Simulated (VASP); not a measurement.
Data:

```
CELL_PARAMETERS angstrom
      4.95180     0.00000     0.00000
      0.00000     4.95180     0.00000
      0.00000     0.00000     4.95180
ATOMIC_POSITIONS crystal
  Si 0.50000 0.50000 0.50000
  Si 0.00000 0.00000 0.00000
  Mo 0.00000 0.50000 0.25000
  Mo 0.00000 0.50000 0.75000
  Mo 0.25000 0.00000 0.50000
  Mo 0.75000 0.00000 0.50000
  Mo 0.50000 0.25000 0.00000
  Mo 0.50000 0.75000 0.00000
```

Calculation: PBE GGA, VASP's PBE PAW potentials (set 64) (plane waves; VASP). Run with EDIFF = 1E-04, 210 eV cut-off, 4×4×4 Γ-centred mesh, Fermi-Dirac smearing of 0.50 eV, potentials Si Mo_sv.

At this cut-off the stress carries a Pulay error, which pulls relaxed volumes low.  Energy and stress use the plane-wave basis of the starting cell.

Problem. The ions, cell shape and volume are relaxed. What does this cell relax into?

Solution. 
```
CELL_PARAMETERS angstrom
      4.80824     0.00000     0.00000
      0.00000     4.80824     0.00000
      0.00000     0.00000     4.80824
ATOMIC_POSITIONS crystal
  Si 0.50000 0.50000 0.50000
  Si 0.00000 0.00000 0.00000
  Mo 0.00000 0.50000 0.25000
  Mo 0.00000 0.50000 0.75000
  Mo 0.25000 0.00000 0.50000
  Mo 0.75000 0.00000 0.50000
  Mo 0.50000 0.25000 0.00000
  Mo 0.50000 0.75000 0.00000
```
Space group Pm-3n (223), at a tolerance of 0.03 Å.

Problem. How do energy and volume change from the first to the last step?

Solution. The energy (σ→0) changes by -193.7 meV/atom and the volume by -8.4 %, in 8 ionic steps.

The structure comes from a computed database's SiMo3 entry; how it stands against other phases isn't given here. This run relaxes it. Symmetry was kept, so distortions that lower it aren't found. The k-mesh is coarse (spacing up to 0.33 per Å, 2π included), so the numbers may not be converged in it. The run is one of a series of settings (EDIFF = 1E-04, EDIFFG = -0.01, ENCUT = 210, IBRION = 2, ISIF = 3, ISMEAR = -1, NSW = 50, SIGMA = 0.5, KPOINTS 4×4×4 Γ-centred mesh against the base run), some of them coarse on purpose. VASP warned that the highest band is occupied, so more bands are needed.
